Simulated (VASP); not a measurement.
Given:

```
Co
1.0
    1.25815    -2.17917     0.00000
    1.25815     2.17917     0.00000
    0.00000     0.00000     4.06827
Co
2
Cartesian
  1.25815   0.72639   1.01707
  1.25815  -0.72639   3.05120
```
Starting moments (μB, in the order of the record's atoms Co Co): 1.6 1.6.

All values below come from PBE GGA with D3 dispersion (zero damping), VASP's PBE PAW potentials (set 64) (plane waves; VASP). Run with 520 eV cut-off, 17×17×9 Γ-centred mesh, first-order Methfessel-Paxton smearing of 0.10 eV, potentials Co.

Question: Give the stress tensor in GPa (positive for a compressed cell).

Answer: 
```
-11.36    0.00    0.00
  0.00  -11.36    0.00
  0.00    0.00  -11.51
```
The pressure is its mean diagonal, -11.41 GPa.

The compound is Co in the hcp structure. This cell is one point of a volume scan, at 1.06 of the reference volume.
